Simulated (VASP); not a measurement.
Input:

```
CELL_PARAMETERS angstrom
      1.84401    -3.19392     0.00000
      1.84401     3.19392     0.00000
      0.00000     0.00000     5.70132
ATOMIC_POSITIONS crystal
  Y  0.33333 0.66667 0.25000
  Y  0.66667 0.33333 0.75000
```

All values below come from revPBE GGA, VASP's PBE PAW potentials (set 64) (plane waves; VASP). Numerical set-up: 520 eV cut-off, Gaussian smearing of 0.050 eV, potentials Y_sv.

Problem. Give the energies of bands 9 to 14 at the high-symmetry points, in eV from the Fermi level.

Solution. 
```tsv
band	Γ	M	K	A	L	H
9	-4.64	-1.66	-0.70	-3.20	-1.60	-0.38
10	-1.78	-1.13	-0.70	-3.20	-1.60	-0.38
11	0.90	-0.75	-0.66	1.01	0.10	-0.35
12	1.73	-0.18	-0.47	1.01	0.10	-0.35
13	1.73	1.42	1.09	1.63	1.33	0.38
14	2.14	1.43	1.09	1.63	1.33	0.38
```

It has no gap at this level: it comes out as a metal or semimetal.

The compound is Y in the hcp structure. It was relaxed first.
